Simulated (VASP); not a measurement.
Computed with optB88-vdW, VASP's PBE PAW potentials (set 64) (plane waves; VASP 6.6.1).

VASP ran on this input.

### POSCAR
```
CoGa
1
    2.8800000000     0.0000000000     0.0000000000
    0.0000000000     2.8800000000     0.0000000000
    0.0000000000     0.0000000000     2.8800000000
Ga Co
1 1
Direct
  0.5000000000   0.5000000000   0.5000000000
  0.0000000000   0.0000000000   0.0000000000
```

**KPOINTS**
```
Automatic mesh
0
Gamma
11 11 11
0 0 0
```

**INCAR**
```
SYSTEM = CoGa
PREC = Accurate
ENCUT = 520
EDIFF = 1E-6
NELM = 100
ALGO = Normal
LREAL = .FALSE.
LASPH = .TRUE.
ISMEAR = 1
SIGMA = 0.1
GGA = BO
PARAM1 = 0.1833333333
PARAM2 = 0.22
LUSE_VDW = .TRUE.
AGGAC = 0.0
LMAXMIX = 4
LWAVE = .FALSE.
LCHARG = .FALSE.
IBRION = 2
ISIF = 3
NSW = 60
EDIFFG = -0.01
```

POTCAR, in this order: Ga_d Co (PBE.64 set). Program: vasp_std.

The run wrote:

### OSZICAR
```
       N       E                     dE             d eps       ncg     rms          rms(c)
DAV:   1     0.109238464431E+03    0.10924E+03   -0.10899E+04  1720   0.265E+03
DAV:   2     0.566322780656E+00   -0.10867E+03   -0.10595E+03  1722   0.364E+02
DAV:   3    -0.501884172568E+01   -0.55852E+01   -0.55630E+01  2016   0.871E+01
DAV:   4    -0.509952157948E+01   -0.80680E-01   -0.80664E-01  2235   0.980E+00
DAV:   5    -0.510153767259E+01   -0.20161E-02   -0.20160E-02  2137   0.132E+00    0.862E+00
DAV:   6    -0.593556523144E+01   -0.83403E+00   -0.17425E+01  1873   0.559E+01    0.100E+01
DAV:   7    -0.434921789928E+01    0.15863E+01   -0.72477E+00  1736   0.412E+01    0.175E+00
DAV:   8    -0.433222597381E+01    0.16992E-01   -0.19415E-01  2031   0.494E+00    0.593E-01
DAV:   9    -0.432739920324E+01    0.48268E-02   -0.15818E-02  2325   0.207E+00    0.116E-01
DAV:  10    -0.432723809567E+01    0.16111E-03   -0.53921E-04  2208   0.329E-01    0.584E-02
DAV:  11    -0.432723973709E+01   -0.16414E-05   -0.70991E-05  2312   0.148E-01    0.123E-02
DAV:  12    -0.432723890916E+01    0.82793E-06   -0.60150E-06  2005   0.414E-02
   1 F= -.43272389E+01 E0= -.43275094E+01  d E =-.432724E+01
       N       E                     dE             d eps       ncg     rms          rms(c)
DAV:   1    -0.437237643917E+01   -0.45137E-01   -0.59354E-01  1715   0.145E+01    0.159E+00
DAV:   2    -0.436986604924E+01    0.25104E-02   -0.46618E-01  1723   0.103E+01    0.145E+00
DAV:   3    -0.433192106780E+01    0.37945E-01   -0.20878E-01  1772   0.689E+00    0.482E-01
DAV:   4    -0.432772643983E+01    0.41946E-02   -0.93157E-03  2236   0.147E+00    0.938E-02
DAV:   5    -0.432732776184E+01    0.39868E-03   -0.54307E-04  2336   0.406E-01    0.212E-02
DAV:   6    -0.432732382856E+01    0.39333E-05   -0.22957E-05  2344   0.757E-02    0.698E-03
DAV:   7    -0.432732346033E+01    0.36823E-06   -0.81285E-07  1473   0.102E-02
   2 F= -.43273235E+01 E0= -.43276159E+01  d E =-.845512E-04
       N       E                     dE             d eps       ncg     rms          rms(c)
DAV:   1    -0.433820083365E+01   -0.10877E-01   -0.13746E-01  1701   0.713E+00    0.761E-01
DAV:   2    -0.433803120740E+01    0.16963E-03   -0.11169E-01  1723   0.495E+00    0.709E-01
DAV:   3    -0.432884494183E+01    0.91863E-02   -0.50124E-02  1758   0.331E+00    0.228E-01
DAV:   4    -0.432789799900E+01    0.94694E-03   -0.20408E-03  2240   0.700E-01    0.439E-02
DAV:   5    -0.432780596598E+01    0.92033E-04   -0.12436E-04  2314   0.197E-01    0.895E-03
DAV:   6    -0.432780454458E+01    0.14214E-05   -0.48395E-06  2029   0.348E-02    0.275E-03
DAV:   7    -0.432780487357E+01   -0.32899E-06   -0.28155E-07   973   0.781E-03
   3 F= -.43278049E+01 E0= -.43280870E+01  d E =-.565964E-03
```

OUTCAR:
```
------------------------ aborting loop because EDIFF is reached ----------------------------------------
  FORCE on cell =-STRESS in cart. coord.  units (eV):
  Direction    XX          YY          ZZ          XY          YZ          ZX
  --------------------------------------------------------------------------------------
  Total        0.0042006      0.0042006      0.0042006     -0.0000000      0.0000000     -0.0000000
  in kB        0.2835895      0.2835895      0.2835895     -0.0000000      0.0000000     -0.0000000
  external PRESSURE =       0.2835895 kB  Pullay stress =       0.0000000 kB
  volume of cell :       23.73
      direct lattice vectors                 reciprocal lattice vectors
     2.873715034  0.000000000  0.000000000     0.347981615  0.000000000  0.000000000
    -0.000000000  2.873715034  0.000000000    -0.000000000  0.347981615  0.000000000
    -0.000000000 -0.000000000  2.873715034    -0.000000000 -0.000000000  0.347981615
 POSITION                                       TOTAL-FORCE (eV/Angst)
 -----------------------------------------------------------------------------------
      1.43686      1.43686      1.43686        -0.000000     -0.000000      0.000000
      0.00000      0.00000      0.00000         0.000000      0.000000      0.000000
 -----------------------------------------------------------------------------------
    total drift:                                0.000000      0.000000     -0.000000
  FREE ENERGIE OF THE ION-ELECTRON SYSTEM (eV)
  ---------------------------------------------------
  free  energy   TOTEN  =        -4.3278048736 eV

  energy  without entropy=       -4.3286511058  energy(sigma->0) =       -4.32808695

 reached required accuracy - stopping structural energy minimisation
```
(Selected blocks of OUTCAR.)

**CONTCAR**
```
CoGa
   1.00000000000000
     2.8737150341979580    0.0000000000000000    0.0000000000000000
    -0.0000000000000000    2.8737150341979580    0.0000000000000000
    -0.0000000000000000   -0.0000000000000000    2.8737150341979580
  Ga              Co
     1     1
Direct
     0.5000000000000000    0.5000000000000000    0.5000000000000000
     0.0000000000000000    0.0000000000000000    0.0000000000000000
```

The compound is CoGa in the CsCl type structure. This run relaxes it. Symmetry was kept, so distortions that lower it aren't found. The run is not spin-polarised, so no magnetic state was tried.
